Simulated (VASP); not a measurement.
Data:

```
GaAs
1.0
    0.00000     2.83531     2.83531
    2.83531     0.00000     2.83531
    2.83531     2.83531     0.00000
Ga As
1 1
Cartesian
  0.00000   0.00000   0.00000
  1.41766   1.41766   1.41766
```

Computed with AM05 GGA, VASP's PBE PAW potentials (set 64) (plane waves; VASP). Settings: 520 eV cut-off, Gaussian smearing of 0.050 eV, potentials Ga_d As.

**Question.** Give the energies of bands 7 to 12 at the high-symmetry points, in eV from the valence-band maximum.

**Answer.** 
| band | Γ | X | U | L | W |
|---|---|---|---|---|---|
| 7 | 0.00 | -6.79 | -6.60 | -6.60 | -6.61 |
| 8 | 0.00 | -2.65 | -3.82 | -1.13 | -3.50 |
| 9 | 0.00 | -2.65 | -2.24 | -1.13 | -3.31 |
| 10 | 0.45 | 1.47 | 1.96 | 0.96 | 4.57 |
| 11 | 3.71 | 1.65 | 4.61 | 4.62 | 4.71 |
| 12 | 3.71 | 10.08 | 7.89 | 4.62 | 5.36 |

The gap is direct, 0.45 eV, from the valence maximum at Γ to the conduction minimum at Γ.

Measured: gap 1.57 eV (computed value off by -1.12 eV), as given by Wei Chen et al., Physical Review Materials (2018), doi:10.1103/physrevmaterials.2.073803 [zero-point renormalisation of 0.05 eV added back (the table's ZPR column)].

The compound is GaAs in the zinc blende structure. It was relaxed first.
